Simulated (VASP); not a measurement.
Given:

```xyz
2
Lattice="1.4594 -2.5277 0.0000 1.4594 2.5277 0.0000 0.0000 0.0000 2.8545" Properties=species:S:1:pos:R:3 pbc="T T T"
W      0.0000     0.0000     0.0000
C      1.4594     0.8426     1.4272
```

Method: TPSS meta-GGA, VASP's PBE PAW potentials (set 64) (plane waves; VASP). Settings: 520 eV cut-off, 16×16×14 Γ-centred mesh, tetrahedra with Blöchl corrections, potentials W_sv C.

### Question
Give the energies of bands 6 to 12 at the high-symmetry points, in eV from the Fermi level.

### Answer

```json
[
 {"band": "6", "Γ": "-4.23", "M": "-7.00", "K": "-6.44", "A": "-8.52", "L": "-6.35", "H": "-7.12"},
 {"band": "7", "Γ": "-3.23", "M": "-3.52", "K": "-4.56", "A": "-1.89", "L": "-4.21", "H": "-5.32"},
 {"band": "8", "Γ": "-3.23", "M": "-3.51", "K": "-3.35", "A": "-1.89", "L": "-4.20", "H": "-1.60"},
 {"band": "9", "Γ": "0.15", "M": "-0.39", "K": "0.67", "A": "-0.53", "L": "0.27", "H": "-0.65"},
 {"band": "10", "Γ": "3.26", "M": "2.39", "K": "1.04", "A": "-0.53", "L": "4.40", "H": "4.35"},
 {"band": "11", "Γ": "3.26", "M": "4.50", "K": "2.11", "A": "3.63", "L": "5.20", "H": "6.27"},
 {"band": "12", "Γ": "5.64", "M": "4.87", "K": "3.16", "A": "4.60", "L": "6.57", "H": "7.51"}
]
```

It has no gap at this level: it comes out as a metal or semimetal.

The compound is WC in the wc structure. It was relaxed first.
